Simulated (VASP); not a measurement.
SrTiO3 (Tausonite):

```
CELL_PARAMETERS angstrom
3.89475 0.00000 0.00000
0.00000 3.89475 0.00000
0.00000 0.00000 3.89475
ATOMIC_POSITIONS crystal
Sr 0.50000 0.50000 0.50000
Ti 0.00000 0.00000 0.00000
O 0.50000 0.00000 0.00000
O 0.00000 0.50000 0.00000
O 0.00000 0.00000 0.50000
```

Base run:

| Item | Value |
| --- | --- |
| Program | VASP 6.6.1 |
| Functional | PBE |
| Potentials or basis | VASP PAW PBE potentials, release 64 (Sr_sv, Ti_sv, O) |
| Cutoff | 520 eV |
| k mesh | 8 × 8 × 8 |
| Occupations | gaussian, width 0.03 eV |
| Spin | no spin polarisation |

Its results: band gap on the k mesh 1.87 eV, indirect (least direct gap 2.22 eV).

Task: The run is repeated on the same cell with these changes: functional from PBE to TB-mBJ. What comes out?

Result: Band gap on the k mesh 2.85 eV, indirect (least direct gap 3.26 eV).
